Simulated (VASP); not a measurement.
A cell of PPd (relaxed from the CrB structure, space group Cmcm) near equilibrium:

```xyz
4
Lattice="1.7683 -5.4242 0.0000 1.7683 5.4242 0.0000 0.0000 0.0000 2.9878" Properties=species:S:1:pos:R:3 pbc="T T T"
P      1.7683    -0.9196     0.7470
P      1.7683     0.9196     2.2409
Pd     1.7683    -3.5274     0.7470
Pd     1.7683     3.5274     2.2409
```

These are PBEsol GGA, VASP's PBE PAW potentials (set 64) (plane waves; VASP) values and carry that method's errors.

```csv
run,ΔE (meV/atom),σxx,σyy,σzz,"largest shear component, with its sign (GPa)",largest force (eV/Å)
as it is,0.0,0.85,-0.33,0.09,0.00,0.146
after one change,0.8,0.88,-0.21,0.15,-0.16,0.189
```
Stress is in GPa, positive when the cell is compressed.

Name the change that produced these shifts.
(A) atom 1 (P) moved by -0.100 Å along y
(B) atom 4 (Pd) moved by 0.200 Å along y
(C) atom 1 (P) moved by -0.050 Å along z
(D) uniaxial strain of -4.0 % along x with the ions relaxed

C, atom 1 (P) moved by -0.050 Å along z

The structure was generated: PPd was put into the CrB type (Cmcm), which need not be its known phase.
